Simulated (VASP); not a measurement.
```
Ti
1.0
    1.48229    -2.56741     0.00000
    1.48229     2.56741     0.00000
    0.00000     0.00000     4.68357
Ti
2
Direct
  0.33333   0.66667   0.25000
  0.66667   0.33333   0.75000
```

These are SCAN meta-GGA, VASP's PBE PAW potentials (set 64) (plane waves; VASP) values and carry that method's errors. Run with 520 eV cut-off, 14×14×8 Γ-centred mesh, first-order Methfessel-Paxton smearing of 0.10 eV, potentials Ti_sv.

### Question
Predict the energy per atom (σ→0), pressure, band gap (on the k-mesh) with the smallest direct gap where there is one.

### Answer

The band gap (on the k-mesh) comes out as none (metal, semimetal or under 0.01 eV), the energy per atom (σ→0) is -16.030 eV/atom and the pressure is -3.45 GPa.

Only differences to runs with the same potentials and settings are physical.

The compound is Ti in the hcp structure. This cell is one point of a volume scan, at 1.03 of the reference volume.
